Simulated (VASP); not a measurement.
An input for Quantum ESPRESSO's pw.x (written as the equivalent of a VASP run, and not itself run):

```
&CONTROL
  calculation = 'scf'
  pseudo_dir = './pseudo'
  outdir = './out'
  tprnfor = .true.
  tstress = .true.
/
&SYSTEM
  ibrav = 0
  nat = 2
  ntyp = 2
  ecutwfc = 84
  occupations = 'smearing'
  smearing = 'gaussian'
  degauss = 0.003675
  input_dft = 'pbe'
/
&ELECTRONS
  conv_thr = 7.3e-08
  electron_maxstep = 100
/
ATOMIC_SPECIES
  Zn 65.380 Zn.upf
  S 32.060 S.upf
CELL_PARAMETERS angstrom
     0.0000000    2.7050000    2.7050000
     2.7050000    0.0000000    2.7050000
     2.7050000    2.7050000    0.0000000
ATOMIC_POSITIONS crystal
  Zn   0.0000000  0.0000000  0.0000000
  S    0.2500000  0.2500000  0.2500000
K_POINTS automatic
  8 8 8 0 0 0
```

Translate this input to VASP (INCAR, KPOINTS, POSCAR, choice of POTCAR).

One answer among several that fit: 
INCAR:
```
# general
SYSTEM  = ZnS
PREC    = Accurate
ENCUT   = 400
LREAL   = .FALSE.   # projection in real space or not
LASPH   = .TRUE.

# electronic loop
EDIFF   = 1E-6   # SCF stop (eV)
NELM    = 100
ALGO    = Normal   # blocked Davidson
LMAXMIX = 4

# smearing
ISMEAR  = 0   # Gaussian
SIGMA   = 0.05   # width (eV)

# functional
GGA     = PE

# ions
ISIF    = 2   # forces and stress, cell fixed

# output
LWAVE   = .FALSE.
LCHARG  = .FALSE.
```

KPOINTS:
```
Automatic mesh
0
Gamma
8 8 8
0 0 0
```

**POSCAR**
```
ZnS
1
    0.0000000000     2.7050000000     2.7050000000
    2.7050000000     0.0000000000     2.7050000000
    2.7050000000     2.7050000000     0.0000000000
Zn S
1 1
Direct
  0.0000000000   0.0000000000   0.0000000000
  0.2500000000   0.2500000000   0.2500000000
```

POTCAR, in this order: Zn S (PBE.64 set). Program: vasp_std.

The two are equivalent in intent, not identical: the potentials are each code's own (VASP's PAW set, PseudoDojo norm-conserving files in pw.x), so ENCUT and ecutwfc are chosen apart and not converted; conv_thr bounds pw.x's estimated SCF error, while EDIFF bounds the energy change between steps.

The compound is ZnS in the zinc blende structure. The cell was not relaxed at this level.
